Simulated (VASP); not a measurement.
# Coverage series on NbN(001), part 3 of 3

How do binding energy and the level below the vacuum change as the layer fills? Model: NbN(001), 2 x 2, four layers.

VASP 6.6.1, plane waves and PAW; the level of theory is named at each step.

So far: Set-up; Potential of the state, PBEsol; Relax the state, PBEsol.

### Step 4. Potential of the state, PBEsol

State “2 of 4 Nb sites hold H”: a tighter run that also writes the potential.

Level: PBEsol; plane waves and PAW (Nb_sv, N, H).

Contents of INCAR:

```
SYSTEM = Nb8HN8
PREC = Normal
ENCUT = 400
EDIFF = 1E-06
NELM = 120
ISMEAR = 1
SIGMA = 0.1
LREAL = Auto
ALGO = Fast
GGA = PS
NBANDS = 168
LASPH = .TRUE.
LORBIT = 11
LWAVE = .FALSE.
LCHARG = .TRUE.
KPAR = 4
NCORE = 2
IDIPOL = 3
LDIPOL = .TRUE.
DIPOL = 0.5 0.5 0.478
LVHAR = .TRUE.
LVACPOTAV = .TRUE.
NEDOS = 1500
```

Contents of POSCAR:

```
Nb8HN8
1.0
    6.2083975390      0.0000000000      0.0000000000
    0.0000000000      6.2083975390      0.0000000000
    0.0000000000      0.0000000000     24.3350000000
Nb N H
16 16 2
Selective dynamics
Direct
    0.0000000000      0.0000000000      0.3287446070  F F F
    0.0000000000      0.5000000000      0.3287446070  F F F
    0.5000000000      0.0000000000      0.3287446070  F F F
    0.5000000000      0.5000000000      0.3287446070  F F F
    0.2500000000      0.2500000000      0.4189439080  F F F
    0.2500000000      0.7500000000      0.4189439080  F F F
    0.7500000000      0.2500000000      0.4189439080  F F F
    0.7500000000      0.7500000000      0.4189439080  F F F
    0.0000000000      0.0000000000      0.5155351473  T T T
    0.0000000000      0.5000000000      0.5155351473  T T T
    0.5000000000      0.0000000000      0.5155351473  T T T
    0.5000000000      0.5000000000      0.5155351473  T T T
    0.2500000000      0.2500000000      0.6017154799  T T T
    0.2500000000      0.7500000000      0.5969354332  T T T
    0.7500000000      0.2500000000      0.5969354332  T T T
    0.7500000000      0.7500000000      0.6017154799  T T T
    0.2500000000      0.2500000000      0.3287446070  F F F
    0.2500000000      0.7500000000      0.3287446070  F F F
    0.7500000000      0.2500000000      0.3287446070  F F F
    0.7500000000      0.7500000000      0.3287446070  F F F
    0.0000000000      0.0000000000      0.4189439080  F F F
    0.0000000000      0.5000000000      0.4189439080  F F F
    0.5000000000      0.0000000000      0.4189439080  F F F
    0.5000000000      0.5000000000      0.4189439080  F F F
    0.2500000000      0.2500000000      0.5070626256  T T T
    0.2500000000      0.7500000000      0.5104336404  T T T
    0.7500000000      0.2500000000      0.5104336404  T T T
    0.7500000000      0.7500000000      0.5070626256  T T T
    0.0000000000      0.0000000000      0.6060886018  T T T
    0.0000000000      0.5000000000      0.6060886018  T T T
    0.5000000000      0.0000000000      0.6060886018  T T T
    0.5000000000      0.5000000000      0.6060886018  T T T
    0.2500000000      0.2500000000      0.6753374811  T T T
    0.7500000000      0.7500000000      0.6753374811  T T T
```

Contents of KPOINTS:

```
Automatic mesh
0
Gamma
4 4 1
0 0 0
```

PAW data sets: Nb_sv, N and H (PBE family, release 64).

Started as:

```sh
$ mpirun -np 8 vasp_std
```

What it wrote:

```text
[... set-up lines as in an earlier step ...]
 entering main loop
       N       E                     dE             d eps       ncg     rms          rms(c)
DAV:   1     0.298953545078E+04    0.29895E+04   -0.14336E+05  2440   0.133E+03
DAV:   2    -0.694629250217E+02   -0.30590E+04   -0.29961E+04  2584   0.530E+02
DAV:   3    -0.370534540830E+03   -0.30107E+03   -0.29644E+03  2688   0.135E+02
DAV:   4    -0.404041674076E+03   -0.33507E+02   -0.33263E+02  3872   0.453E+01
[...]
RMM:  16    -0.349444923445E+03   -0.20157E-01   -0.19153E-01  3828   0.603E-01    0.118E-01
RMM:  17    -0.349463063061E+03   -0.18140E-01   -0.17426E-01  3785   0.462E-01    0.173E-01
RMM:  18    -0.349472428354E+03   -0.93653E-02   -0.92037E-02  3892   0.387E-01    0.836E-02
WARNING in EDDRMM: call to ZHEGV failed, returncode =   8  4     95
RMM:  19    -0.349481911276E+03   -0.94829E-02   -0.89076E-02  3924   0.302E-01    0.695E-02
RMM:  20    -0.349487002271E+03   -0.50910E-02   -0.48423E-02  3911   0.244E-01    0.838E-02
[...]
num prob  num prob RMM:  49    -0.349504434234E+03   -0.52986E-05   -0.59668E-05  1557   0.379E-03    0.372E-02
WARNING in EDDRMM: call to ZHEGV failed, returncode =   6  3    108
RMM:  50    -0.349504439032E+03   -0.47979E-05   -0.49495E-05  1458   0.331E-03    0.375E-02
 num prob  num prob RMM:  51    -0.349504443483E+03   -0.44507E-05   -0.40745E-05  1326   0.288E-03    0.380E-02
WARNING in EDDRMM: call to ZHEGV failed, returncode =   8  4    158
RMM:  52    -0.349504446606E+03   -0.31234E-05   -0.33191E-05  1213   0.240E-03    0.382E-02
 num prob RMM:  53    -0.349504449135E+03   -0.25295E-05   -0.27332E-05  1143   0.219E-03    0.383E-02
RMM:  54    -0.349504451322E+03   -0.21867E-05   -0.22890E-05  1032   0.191E-03    0.385E-02
 num prob RMM:  55    -0.349504452939E+03   -0.16166E-05   -0.17679E-05   989   0.174E-03    0.386E-02
RMM:  56    -0.349504452599E+03    0.33985E-06   -0.16187E-05  1497   0.198E-03    0.375E-02
RMM:  57    -0.349504453759E+03   -0.11604E-05   -0.11772E-05  1395   0.177E-03    0.375E-02
 num prob RMM:  58    -0.349504454758E+03   -0.99839E-06   -0.10051E-05   964   0.135E-03    0.376E-02
RMM:  59    -0.349504455483E+03   -0.72560E-06   -0.77787E-06   922   0.127E-03
 [... a notice as in an earlier step ...]

   1 F= -.34950446E+03 E0= -.34949937E+03  d E =-.152624E-01
```

Run time: 3.4 min. Hardware: 8 MPI ranks of AMD EPYC 7R43, shared host; peak memory 2.9 GiB.

OUTCAR, selected parts (step 4):

```text
  Total      -48.6773370    -48.6773370    -18.4308654      0.0000000      0.0000000      0.0000000
  in kB      -83.1470810    -83.1470810    -31.4822617      0.0000000      0.0000000      0.0000000
  external PRESSURE =     -65.9254745 kB  Pullay stress =       0.0000000 kB

 POSITION                                       TOTAL-FORCE (eV/Angst)
 -----------------------------------------------------------------------------------
      0.00000      0.00000      8.00000         0.000000     -0.000000      2.703739
      0.00000      3.10420      8.00000         0.000000     -0.000000      2.703739
      3.10420      0.00000      8.00000         0.000000     -0.000000      2.703739
      3.10420      3.10420      8.00000         0.000000     -0.000000      2.703739
      1.55210      1.55210     10.19500        -0.000000     -0.000000     -0.772672
      1.55210      4.65630     10.19500        -0.000000     -0.000000     -0.833441
      4.65630      1.55210     10.19500         0.000000      0.000000     -0.833441
      4.65630      4.65630     10.19500        -0.000000      0.000000     -0.772672
      0.00000      0.00000     12.54555        -0.000000     -0.000000      0.028448
      0.00000      3.10420     12.54555        -0.000000     -0.000000      0.028448
      3.10420      0.00000     12.54555        -0.000000     -0.000000      0.028448
      3.10420      3.10420     12.54555        -0.000000     -0.000000      0.028448
      1.55210      1.55210     14.64275        -0.000000      0.000000      0.035822
      1.55210      4.65630     14.52642        -0.000000     -0.000000     -0.010968
[...]
-----------------------------------------------------------------------------------
    total drift:                                0.000000      0.000000     -0.079697

  FREE ENERGIE OF THE ION-ELECTRON SYSTEM (eV)
  ---------------------------------------------------
  free  energy   TOTEN  =      -349.5044554831 eV

  energy  without entropy=     -349.4891930554  energy(sigma->0) =     -349.49936801

[... 2 parts as in an earlier step ...]

[... 1 further part left out ...]
[key lines of the parts left out:]
E-fermi :   2.3417
```

Numbers from this step:

```
energy(sigma→0) of the program      : -349.4994 eV
work function, upper and lower side : 5.25, 3.16 eV
```

VASP warns that it found no field-free region by its own threshold; the planar potential, read 60 % of the way from the top atom to the cell's edge, stands at 5.26 eV above the Fermi level.

### Step 5. Free molecule: H2, PBEsol

Each gas relaxes alone in a box.

Level: PBEsol; plane waves and PAW (H).

System, named by how it was started: H2. The cell holds 2 atoms: 2 H. Cell: a = 10.000 Å, b = 10.500 Å, c = 12.000 Å, α = 90.0°, β = 90.0°, γ = 90.0°. Vacuum lies along a, b and c.

Contents of INCAR:

```
SYSTEM = H
PREC = Normal
ENCUT = 400
EDIFF = 1E-05
NELM = 120
ISMEAR = 0
SIGMA = 0.01
LREAL = Auto
ALGO = Normal
GGA = PS
NBANDS = 7
LASPH = .TRUE.
LORBIT = 11
LWAVE = .FALSE.
LCHARG = .FALSE.
NCORE = 4
IBRION = 2
NSW = 60
ISIF = 2
EDIFFG = -0.03
POTIM = 0.4
MAXMIX = 40
ISYM = 0
```

Contents of POSCAR:

```
H
1.0
   10.0000000000      0.0000000000      0.0000000000
    0.0000000000     10.5000000000      0.0000000000
    0.0000000000      0.0000000000     12.0000000000
H
2
Direct
    0.5000000000      0.5000000000      0.4691666700
    0.5000000000      0.5000000000      0.5308333300
```

Contents of KPOINTS:

```
Automatic mesh
0
Gamma
1 1 1
0 0 0
```

PAW data sets: H (PBE family, release 64).

Started as:

```sh
$ mpirun -np 16 vasp_gam
```

What it wrote:

```text
[banner, memory and clock lines left out]
running   16 mpi-ranks, on    1 nodes
[...]
|                                                                             |
|               ----> ADVICE to this user running VASP <----                  |
|                                                                             |
|     You have a (more or less) 'small supercell' and for smaller cells       |
|     it is recommended to use the reciprocal-space projection scheme!        |
|     The real-space optimization is not efficient for small cells and it     |
|     is also less accurate ...                                               |
|     Therefore, set LREAL=.FALSE. in the INCAR file.                         |
|                                                                             |

 [... a notice as in an earlier step ...]

 LDA part: xc-table for (Slater+PW92), standard interpolation
|                                                                             |
|           W    W    AA    RRRRR   N    N  II  N    N   GGGG   !!!           |
[...]
DAV:   4    -0.648757576542E+01   -0.11907E-03   -0.20456E-05    16   0.140E-02    0.298E-03
DAV:   5    -0.648766231896E+01   -0.86554E-04   -0.60128E-06    16   0.742E-03    0.846E-04
DAV:   6    -0.648767302516E+01   -0.10706E-04   -0.14998E-07    16   0.120E-03    0.559E-04
DAV:   7    -0.648769294049E+01   -0.19915E-04   -0.16186E-06    16   0.320E-03    0.464E-04
DAV:   8    -0.648769336053E+01   -0.42004E-06   -0.76608E-09    24   0.290E-04
   2 F= -.64876934E+01 E0= -.64876934E+01  d E =0.991636E-02
 trial-energy change:    0.009916  1 .order    0.007610   -0.034622    0.049842
 step:   0.3716(harm=  0.4099)  dis= 0.00961  next Energy=    -6.503925 (dE=-0.632E-02)
[...]
N       E                     dE             d eps       ncg     rms          rms(c)
DAV:   1    -0.650521532206E+01   -0.17522E-01   -0.29684E-01    16   0.251E+00    0.253E-01
DAV:   2    -0.650389187953E+01    0.13234E-02   -0.43782E-03    16   0.211E-01    0.690E-03
DAV:   3    -0.650390621816E+01   -0.14339E-04   -0.14216E-05    16   0.193E-02    0.181E-03
DAV:   4    -0.650390995954E+01   -0.37414E-05   -0.34417E-07    16   0.217E-03
   3 F= -.65039100E+01 E0= -.65039100E+01  d E =-.630023E-02
[...]
reached required accuracy - stopping structural energy minimisation
```

It took 4.6 s on 16 MPI ranks; peak memory 1.6 GiB.

Parts of OUTCAR (step 5):

```text
  Total       -0.1092479     -0.1128975     -0.1437878     -0.0000000     -0.0000000      0.0000000
  in kB       -0.1389162     -0.1435571     -0.1828362     -0.0000000     -0.0000000      0.0000000
  external PRESSURE =      -0.1551032 kB  Pullay stress =       0.0000000 kB

 POSITION                                       TOTAL-FORCE (eV/Angst)
 -----------------------------------------------------------------------------------
      5.00000      5.25000      5.62039        -0.000000      0.000000      0.001375
      5.00000      5.25000      6.37961         0.000000     -0.000000     -0.001375
 -----------------------------------------------------------------------------------
    total drift:                               -0.000000      0.000000     -0.000025

  FREE ENERGIE OF THE ION-ELECTRON SYSTEM (eV)
  ---------------------------------------------------
  free  energy   TOTEN  =        -6.5039099595 eV

  energy  without entropy=       -6.5039099595  energy(sigma->0) =       -6.50390996

[... 1 part as in an earlier step ...]

[... 3 further parts left out ...]
[key lines of the parts left out:]
E-fermi : -10.0404
```

Numbers from this step:

| Item | Value |
| --- | --- |
| energy(sigma→0) of the program | -6.5039 eV |
| ionic steps | 3 |

### Step 6. All members

The other members went through these steps as far as the tables show, with one cutoff; 6 runs are not shown. The session took 12 core hours (wall time by ranks) on a shared machine.

Mean binding energy of one H against half of H2; static energies, no zero-point or thermal terms; level: Fermi level of a metal, highest filled level otherwise.

| state | coverage in layers | from state | gas taken up (+) or given off (-) | energy, PBEsol (eV) |
| --- | --- | --- | --- | --- |
| clean | 0 |  |  |  |
| 1 of 4 Nb sites hold H | 0.25 | clean | +0.5 H2 | -0.08 |
| 2 of 4 Nb sites hold H | 0.50 | clean | +1 H2 | 0.00 |
| 3 of 4 Nb sites hold H | 0.75 | clean | +1.5 H2 | 0.11 |
| 4 of 4 Nb sites hold H | 1.00 | clean | +2 H2 | 0.21 |

A blank entry does not apply, was not run or did not finish.

| state | level below the vacuum (eV) | gap (eV) | nearest pair between the added atoms and the rest | its distance (Å) |
| --- | --- | --- | --- | --- |
| clean | 3.17 | 0.00 |  |  |
| 1 of 4 Nb sites hold H | 4.29 | 0.00 | H-Nb | 1.80 |
| 2 of 4 Nb sites hold H | 5.25 | 0.00 | H-Nb | 1.79 |
| 3 of 4 Nb sites hold H | 6.05 | 0.00 | H-Nb | 1.76 |
| 4 of 4 Nb sites hold H | 6.75 | 0.00 | H-Nb | 1.76 |

### Step 7. Summary of results

```yaml
binding_at_0p25_layers: -0.08 eV
binding_at_1_layers: 0.21 eV
```

What this shows: From 0.25 to 1 layers the mean binding weakens by 0.29 eV. The differential binding, step by step, is 0.08, 0.33, 0.51 eV an atom; positive steps are unbound against the gas in static energy. The level below the vacuum on the upper side spans 3.17 eV (“clean”) to 6.75 eV (“4 of 4 Nb sites hold H”). Vacuum levels are VASP's own where it printed one and read from the planar potential otherwise; the two differ by up to about 0.05 eV, so smaller differences between rows mean nothing. The work function of the untouched lower face drifts by 0.42 eV over the series, a sign that the slab may be too thin to part the two faces. The crystal is taken in the rock-salt form at a typed lattice constant, and the added atoms are held on top sites by symmetry. The slabs ran without spin polarisation, which may matter for added atoms with open shells. One start was relaxed for each state, in a small cell at high coverage; entropy of the gases, which favours steps that give off gas, is left out.

[Lines on the potential files, build, host, timing and source positions are cut from VASP's logs without a mark.]

[Logs are printed without paths, hosts, clocks, repeated set-up lines and the standing remarks that a program may print on its own settings, such as how far it seeks lower states.]

[Hosts, paths, dates, database ids (printed as entryN), source tags and the programs' standing remarks are cut or masked in the printed files.]
